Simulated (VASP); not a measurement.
Input:

```
CELL_PARAMETERS angstrom
      3.54380     0.00000     0.00000
      0.00000     3.54380     0.00000
      0.00000     0.00000     3.54380
ATOMIC_POSITIONS crystal
  Fe 0.00000 0.00000 0.00000
  Ni 0.00000 0.50000 0.50000
  Ni 0.50000 0.00000 0.50000
  Ni 0.50000 0.50000 0.00000
```
Starting moments (μB, in the order of the record's atoms Fe Ni Ni Ni): 2.9 0.6 0.6 0.6.

Computed with PBE GGA, VASP's PBE PAW potentials (set 64) (plane waves; VASP 6.6.1). Numerical set-up: 520 eV cut-off, Gaussian smearing of 0.050 eV, potentials Fe Ni.

Task: Give the spin-up energies of bands 11 to 24 at the high-symmetry points, in eV from the Fermi level.

Result: 
```
band      Γ      X      M      R
----  -----  -----  -----  -----
11    -1.66  -2.59  -2.88  -2.54
12    -1.66  -2.02  -2.88  -2.54
13    -0.83  -1.91  -2.73  -0.92
14    -0.83  -1.91  -1.89  -0.92
15    -0.78  -1.68  -1.79  -0.82
16    -0.71  -1.68  -1.79  -0.82
17    -0.71  -1.57  -1.70  -0.82
18    -0.71  -1.51  -1.70  -0.77
19    -0.60  -1.40  -1.49  -0.77
20    -0.60  -1.03  -1.46  -0.77
21    -0.60  -0.71   0.76  -0.49
22     2.26  -0.60   0.76  -0.49
23     2.26   7.50   0.79  -0.49
24     2.26   7.50   0.80  -0.36
```

Task: Give the spin-down energies of bands 11 to 24 at the high-symmetry points, in eV from the Fermi level.

Result: 
```json
[
 {"band": "11", "Γ": "-0.58", "X": "-1.45", "M": "-2.08", "R": "-1.39"},
 {"band": "12", "Γ": "-0.58", "X": "-1.22", "M": "-1.68", "R": "-1.39"},
 {"band": "13", "Γ": "-0.01", "X": "-0.95", "M": "-1.22", "R": "-0.49"},
 {"band": "14", "Γ": "0.28", "X": "-0.95", "M": "-1.22", "R": "-0.46"},
 {"band": "15", "Γ": "0.28", "X": "-0.86", "M": "-1.20", "R": "-0.46"},
 {"band": "16", "Γ": "0.28", "X": "-0.41", "M": "-0.79", "R": "-0.46"},
 {"band": "17", "Γ": "0.99", "X": "-0.13", "M": "-0.67", "R": "0.06"},
 {"band": "18", "Γ": "0.99", "X": "-0.13", "M": "0.16", "R": "0.06"},
 {"band": "19", "Γ": "1.25", "X": "0.28", "M": "0.16", "R": "0.06"},
 {"band": "20", "Γ": "1.25", "X": "0.52", "M": "0.40", "R": "0.78"},
 {"band": "21", "Γ": "1.25", "X": "0.61", "M": "1.40", "R": "0.78"},
 {"band": "22", "Γ": "2.29", "X": "1.22", "M": "1.40", "R": "0.78"},
 {"band": "23", "Γ": "2.29", "X": "7.86", "M": "2.34", "R": "1.12"},
 {"band": "24", "Γ": "2.29", "X": "7.91", "M": "2.40", "R": "1.12"}
]
```

It has no gap at this level: it comes out as a metal or semimetal.

The compound is Ni3Fe in the L1_2 structure. It was relaxed first.
